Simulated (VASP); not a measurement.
Consider the following.

```xyz
8
Lattice="0.0000 2.6635 2.6635 2.6635 0.0000 2.6635 10.6886 10.6886 -0.0345" Properties=species:S:1:pos:R:3 pbc="T T T"
Sr     2.7219     2.7219     5.2686
Sr     2.6138     2.6138     0.0497
O      2.6678     2.6678     2.6592
O      5.2225     5.2225     2.7680
O      8.0121     8.0121     2.6419
O     10.8017    10.8017     2.5158
Ba     5.2854     5.2854     0.0417
Ba    10.7389    10.7389     5.2422
```

Level of theory: PBEsol GGA, VASP's PBE PAW potentials (set 64) (plane waves; VASP). Settings: 520 eV cut-off, 8×8×2 Γ-centred mesh, tetrahedra with Blöchl corrections, potentials Sr_sv O Ba_sv.

Unless said otherwise, spin-orbit coupling is left out, though it shifts the bands of the heavy elements here.

Problem. What does the run give for the energy per atom (σ→0), band gap (on the k-mesh) with the smallest direct gap where there is one?

Solution. 
```yaml
band gap (on the k-mesh): 2.32 eV
smallest direct gap (on the k-mesh): 2.32 eV
energy per atom (σ→0): -6234 meV/atom
```

The structure was generated: Ba2Sr2O4 was put into an ordered model structure (R-3m), which need not be its known phase. It was relaxed first.
